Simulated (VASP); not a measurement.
Given:

```
CELL_PARAMETERS angstrom
      2.18272    -3.78058     0.00000
      2.18272     3.78058     0.00000
      0.00000     0.00000     5.07248
ATOMIC_POSITIONS crystal
  Se 0.00000 0.22739 0.66667
  Se 0.77261 0.77261 0.00000
  Se 0.22739 0.00000 0.33333
```

The numbers are results of TPSS meta-GGA, VASP's PBE PAW potentials (set 64) (plane waves; VASP), not measurements. Numerical set-up: 520 eV cut-off, 6×6×5 Γ-centred mesh, Gaussian smearing of 0.050 eV, potentials Se.

Without a dispersion term in the relaxation, distances and binding between the weakly bound layers, chains or molecules are unreliable, and so is what depends on them.

**Question.** What does the run give for the energy per atom (σ→0)?

**Answer.** 
```yaml
energy per atom (σ→0): -1127.1 kJ/mol of atoms
```

Total energies compare only between runs with the same potentials, cut-off and functional.

The compound is Se in the trig structure. It was relaxed first.
